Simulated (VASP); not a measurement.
An input for Ansatz (written as the equivalent of a VASP run, and not itself run):

Ansatz 0.2 input:
```yaml
crystal:
  lattice:
    - [0.0000000, 2.0020442, 2.0020442]
    - [2.0020442, 0.0000000, 2.0020442]
    - [2.0020442, 2.0020442, 0.0000000]
  atoms:
    - { symbol: Li, position: [0.0000000, 0.0000000, 0.0000000] }
    - { symbol: F, position: [0.5000000, 0.5000000, 0.5000000] }
kpoints:
  mp_grid: { grid: [10, 10, 10] }
hamiltonian:
  xc: pbesol
  pseudopotentials: { kind: paw }
scf:
  occupations: { method: gaussian, width: 0.05 }
  max_iter: 100
output: { forces: true, stress: true, eigenvalues: true }
```

### Question
Translate this input to VASP (INCAR, KPOINTS, POSCAR, choice of POTCAR).

### Answer
One answer among several that fit: 
INCAR:
```
LCHARG = .FALSE.
LASPH = .TRUE.   # aspherical one-centre terms
GGA = PS   # PBEsol
ISMEAR = 0
NELM = 100
ENCUT = 600   # plane-wave cut-off (eV)
ISIF = 2
EDIFF = 1E-7   # SCF stop (eV)
PREC = Accurate
SIGMA = 0.05
LREAL = .FALSE.
LWAVE = .FALSE.
SYSTEM = LiF
ALGO = Normal
```

POSCAR:
```
LiF
1.0
  0.0000000000   2.0020442322   2.0020442322
  2.0020442322   0.0000000000   2.0020442322
  2.0020442322   2.0020442322   0.0000000000
Li F
1 1
Cartesian
  0.0000000000   0.0000000000   0.0000000000
  2.0020442322   2.0020442322   2.0020442322
```

KPOINTS:
```
Regular mesh
0
Gamma
10 10 10
0 0 0
```

POTCAR, in this order: Li_sv F (PBE.64 set). Program: vasp_std.

Limits of the translation: each code has its own PAW files, so the cut-off isn't converted (ENCUT is set for VASP's; basis.ecutwfc is left out, and Ansatz then takes the one that its files recommend); Ansatz stops its SCF on the density residual and VASP on the energy change (EDIFF).

The compound is LiF in the rock salt structure. It was relaxed first.
